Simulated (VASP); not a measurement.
Output of a VASP run:

**OSZICAR**
```
       N       E                     dE             d eps       ncg     rms          rms(c)
DAV:   1     0.629219704921E+02    0.62922E+02   -0.71683E+03   864   0.116E+03
DAV:   2    -0.111281625025E+02   -0.74050E+02   -0.68661E+02   964   0.209E+02
DAV:   3    -0.130458632542E+02   -0.19177E+01   -0.18746E+01  1068   0.327E+01
DAV:   4    -0.130620451617E+02   -0.16182E-01   -0.16181E-01   976   0.345E+00
DAV:   5    -0.130622667435E+02   -0.22158E-03   -0.22156E-03  1088   0.439E-01    0.105E+01
DAV:   6    -0.117304204513E+02    0.13318E+01   -0.65263E+00   948   0.293E+01    0.409E+00
DAV:   7    -0.116591065197E+02    0.71314E-01   -0.24837E-01   924   0.592E+00    0.203E+00
DAV:   8    -0.116256961502E+02    0.33410E-01   -0.18734E-02   988   0.117E+00    0.400E-01
DAV:   9    -0.116248320513E+02    0.86410E-03   -0.25549E-03   968   0.613E-01    0.186E-01
DAV:  10    -0.116249516006E+02   -0.11955E-03   -0.20899E-04   916   0.127E-01    0.332E-02
DAV:  11    -0.116249435172E+02    0.80834E-05   -0.52220E-06  1024   0.209E-02    0.114E-02
DAV:  12    -0.116249446545E+02   -0.11373E-05   -0.26717E-06   892   0.125E-02    0.351E-03
DAV:  13    -0.116249448357E+02   -0.18116E-06   -0.20981E-07   504   0.556E-03
   1 F= -.55815437E+01 E0= -.55817705E+01  d E =-.558154E+01
```

**OUTCAR**
```
------------------------ aborting loop because EDIFF is reached ----------------------------------------
  FORCE on cell =-STRESS in cart. coord.  units (eV):
  Direction    XX          YY          ZZ          XY          YZ          ZX
  --------------------------------------------------------------------------------------
  Total        6.0450115      6.0450115      6.0450115     -0.0000000      0.0000000     -0.0000000
  in kB      200.0532908    200.0532908    200.0532908     -0.0000000      0.0000000     -0.0000000
  external PRESSURE =       0.0532908 kB  Pullay stress =     200.0000000 kB
  volume of cell :       48.41
      direct lattice vectors                 reciprocal lattice vectors
     0.000000000  2.892748464  2.892748464    -0.172846000  0.172846000  0.172846000
     2.892748464  0.000000000  2.892748464     0.172846000 -0.172846000  0.172846000
     2.892748464  2.892748464  0.000000000     0.172846000  0.172846000 -0.172846000
 POSITION                                       TOTAL-FORCE (eV/Angst)
 -----------------------------------------------------------------------------------
      1.44637      1.44637      1.44637        -0.000000     -0.000000     -0.000000
      4.33912      4.33912      4.33912         0.000000      0.000000      0.000000
      0.00000      0.00000      0.00000        -0.000000     -0.000000     -0.000000
 -----------------------------------------------------------------------------------
    total drift:                                0.000000     -0.000000     -0.000000
  FREE ENERGIE OF THE ION-ELECTRON SYSTEM (eV)
  ---------------------------------------------------
  free  energy   TOTEN  =       -11.6249448357 eV

  energy  without entropy=      -11.6256254285  energy(sigma->0) =      -11.62517170
  enthalpy is  TOTEN    =        -5.5815436691 eV   P V=        6.0434011666

 reached required accuracy - stopping structural energy minimisation
```
(Selected blocks of OUTCAR.)

**POSCAR**
```
AuAl2
1
   -0.0000000000     2.8927484644     2.8927484644
    2.8927484644    -0.0000000000     2.8927484644
    2.8927484644     2.8927484644    -0.0000000000
Al Au
2 1
Direct
  0.2500000000   0.2500000000   0.2500000000
  0.7500000000   0.7500000000   0.7500000000
  1.0000000000   1.0000000000   1.0000000000
```

Problem. Write an INCAR and KPOINTS that could have produced this output.

Solution. Several could match; the one computed here: the input of the run itself, PBE GGA, plane waves, VASP's PBE PAW potentials (set 64).

### INCAR
```
# general
SYSTEM   =  AuAl2
PREC     =  Accurate
ENCUT    =  500   # plane-wave cut-off (eV)
LREAL    =  .FALSE.   # projection in real space or not
LASPH    =  .TRUE.   # aspherical one-centre terms

# electronic loop
EDIFF    =  1E-6   # SCF stop (eV)
NELM     =  100   # most electronic steps
ALGO     =  Normal   # blocked Davidson
LMAXMIX  =  6   # l cut-off of mixed one-centre charges

# smearing
ISMEAR   =  1   # Methfessel-Paxton
SIGMA    =  0.1   # width (eV)

# functional
GGA      =  PE

# ions
IBRION   =  2   # conjugate gradients
NSW      =  40   # most ionic steps
ISIF     =  3
EDIFFG   =  -0.02   # ionic stop
PSTRESS  =  200   # kbar

# output
LWAVE    =  .FALSE.
LCHARG   =  .FALSE.
```

KPOINTS:
```
Automatic mesh
0
Gamma
9 9 9
0 0 0
```

POTCAR, in this order: Al Au (PBE.64 set). Program: vasp_std.

The compound is AuAl2 in the fluorite structure. It was relaxed first under an external pressure of 20 GPa. The electron count is odd and the run is not spin-polarised, which forces a metal.
